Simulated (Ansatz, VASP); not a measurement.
# K3C in VASP and in Ansatz

```
K C
1.0
     5.10499    0.00000    0.00000
     0.00000    5.10499    0.00000
     0.00000    0.00000    5.10499
K C
3 1
Direct
  0.00000 0.50000 0.50000
  0.50000 0.00000 0.50000
  0.50000 0.50000 0.00000
  0.00000 0.00000 0.00000
```

Change from the starting cell: species swapped into the LuTl3 type (Pm-3m, No. 221).

Alike in both runs: functional PBE; k mesh 4 × 4 × 4; occupations gaussian, width 0.1 eV; no spin polarisation.

Ansatz relaxed the structure, and its values are those at the end. VASP's run is a single point on that final structure, the one shown.

|  | VASP | Ansatz |
| --- | --- | --- |
| version | VASP 6.6.1 | Ansatz 0.2.0 |
| potentials or method | VASP PAW PBE potentials, release 64 (K_sv, C) | scalar-relativistic, plane waves, PAW |
| plane-wave cutoff (eV) | 520 | 420 |
| valence electrons in the cell | 31 | 31 |

|  | VASP | Ansatz | Ansatz less VASP |
| --- | --- | --- | --- |
| gap on the k mesh at the Fermi level (eV) | none | none | - |
| pressure (GPa) | 0.1 | 0.1 | 0.00 |

A gap of «none» marks a metal or a gap that the smearing closes. With one functional, cell and mesh, what is left measures potentials, basis and numerics.
